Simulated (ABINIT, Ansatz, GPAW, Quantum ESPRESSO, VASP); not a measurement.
One calculation of GaGe, 6 ways

```
Ge Ga
1.0
     0.00000    2.89784    2.89784
     2.89784    0.00000    2.89784
     2.89784    2.89784    0.00000
Ge Ga
1 1
Cartesian
  0.0437 0.0525 -0.0507
  1.4805 1.4612 1.4101
```

The cell comes from a database or a generator and needn't be the stable form of this composition.

Atoms were shifted at random by some hundredths of an Å from the given cell, which wasn't relaxed again for these runs.

Alike in all runs: task single point; functional PBE; k mesh 8 × 8 × 8; occupations fermi-dirac, width 0.05 eV; no spin polarisation; no spin-orbit coupling. Pressure is positive in compression and, in plane waves, holds the error of the finite cutoff, which Ansatz's Pulay term estimates and takes out.

```json
{"program and potentials": "Quantum ESPRESSO, SSSP 1.3 efficiency PBE", "plane-wave cutoff (eV)": "952", "notes": "13.5 valence electrons an atom on average", "band gap (eV)": "no gap", "pressure (GPa)": "0.16", "largest force (eV/Å)": "0.209", "energy over the undisturbed cell (meV/atom)": "2.20"}
{"program and potentials": "VASP, PBE PAW files Ga_d, Ge_d, 520 eV", "plane-wave cutoff (eV)": "520", "notes": "13.5 valence electrons an atom on average", "band gap (eV)": "no gap", "pressure (GPa)": "0.31", "largest force (eV/Å)": "0.210", "energy over the undisturbed cell (meV/atom)": "-"}
{"program and potentials": "ABINIT, JTH PAW PBE v2.0", "plane-wave cutoff (eV)": "599", "notes": "13.5 valence electrons an atom on average", "band gap (eV)": "no gap", "pressure (GPa)": "0.04", "largest force (eV/Å)": "0.211", "energy over the undisturbed cell (meV/atom)": "2.23"}
{"program and potentials": "GPAW, GPAW PAW data sets (gpaw-data 1.2.1)", "plane-wave cutoff (eV)": "600", "notes": "3.5 valence electrons an atom on average", "band gap (eV)": "no gap", "pressure (GPa)": "0.84", "largest force (eV/Å)": "0.222", "energy over the undisturbed cell (meV/atom)": "2.34"}
{"program and potentials": "Ansatz, all-electron LAPW, scalar-relativistic", "plane-wave cutoff (eV)": "-", "notes": "-", "band gap (eV)": "no gap", "pressure (GPa)": "0.27", "largest force (eV/Å)": "0.209", "energy over the undisturbed cell (meV/atom)": "-"}
{"program and potentials": "Ansatz, Ansatz PAW (earlier soft set)", "plane-wave cutoff (eV)": "420", "notes": "13.5 valence electrons an atom on average; Pulay term of +0.03 GPa included", "band gap (eV)": "no gap", "pressure (GPa)": "0.28", "largest force (eV/Å)": "0.209", "energy over the undisturbed cell (meV/atom)": "2.20"}
```

Force on atom 1 (Ge), eV/Å:

```tsv
program and potentials	x	y	z
Quantum ESPRESSO, SSSP 1.3 efficiency PBE	-0.051	-0.197	0.049
VASP, PBE PAW files Ga_d, Ge_d, 520 eV	-0.051	-0.197	0.049
ABINIT, JTH PAW PBE v2.0	-0.052	-0.198	0.050
GPAW, GPAW PAW data sets (gpaw-data 1.2.1)	-0.054	-0.209	0.052
Ansatz, all-electron LAPW, scalar-relativistic	-0.050	-0.196	0.049
Ansatz, Ansatz PAW (earlier soft set)	-0.051	-0.197	0.049
```

None finds a gap. The pressure spans 0.04 (ABINIT, JTH PAW PBE v2.0) to 0.84 GPa (GPAW, GPAW PAW data sets (gpaw-data 1.2.1)), with all-electron results at 0.27.

Differences between rows come from potentials, basis sets and numerical settings, since the functional is the same but for its coding. Runs on potential files found faulty are left out.
